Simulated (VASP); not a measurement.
An input for Quantum ESPRESSO's pw.x (written as the equivalent of a VASP run, and not itself run):

```
&CONTROL
  calculation = 'vc-relax'
  pseudo_dir = './pseudo'
  outdir = './out'
  tprnfor = .true.
  tstress = .true.
  nstep = 60
  forc_conv_thr = 0.00039
/
&SYSTEM
  ibrav = 0
  nat = 1
  ntyp = 1
  ecutwfc = 110
  occupations = 'smearing'
  smearing = 'methfessel-paxton'
  degauss = 0.00735
  input_dft = 'pbesol'
/
&ELECTRONS
  conv_thr = 7.3e-08
  electron_maxstep = 100
/
&IONS
/
&CELL
/
ATOMIC_SPECIES
  La 138.905 La.upf
CELL_PARAMETERS angstrom
     3.2099175   -0.0000000   -0.0000000
    -0.0000000    3.2099175   -0.0000000
     0.0000000    0.0000000    3.2099175
ATOMIC_POSITIONS crystal
  La   1.0000000  1.0000000  0.0000000
K_POINTS automatic
  10 10 10 0 0 0
```

Problem. Write the VASP files for the same calculation (PBEsol).

Solution. One answer among several that fit: 
File KPOINTS:
```
Automatic mesh
0
Gamma
10 10 10
0 0 0
```

INCAR:
```
SYSTEM = La
PREC = Accurate
ENCUT = 400
EDIFF = 1E-6
NELM = 100
ALGO = Normal
LREAL = .FALSE.
LASPH = .TRUE.
ISMEAR = 1
SIGMA = 0.1
GGA = PS
LMAXMIX = 6
LWAVE = .FALSE.
LCHARG = .FALSE.
IBRION = 2
ISIF = 3
NSW = 60
EDIFFG = -0.01
```

### POSCAR
```
La
1.0
  3.2099174661   0.0000000000   0.0000000000
  0.0000000000   3.2099174661   0.0000000000
  0.0000000000   0.0000000000   3.2099174661
La
1
direct
  1.0000000000   1.0000000000   0.0000000000
```

POTCAR, in this order: La (PBE.64 set). Program: vasp_std.

What does not carry over: the potentials are each code's own (VASP's PAW set, PseudoDojo norm-conserving files in pw.x), so ENCUT and ecutwfc are chosen apart and not converted; conv_thr bounds pw.x's estimated SCF error, while EDIFF bounds the energy change between steps; forc_conv_thr acts on force components and is met together with etot_conv_thr.

The structure was generated: La was put into the simple-cubic type (Pm-3m), which need not be its known phase. It was relaxed first, which changed the volume by -21 %. The start is the result of an earlier pass.
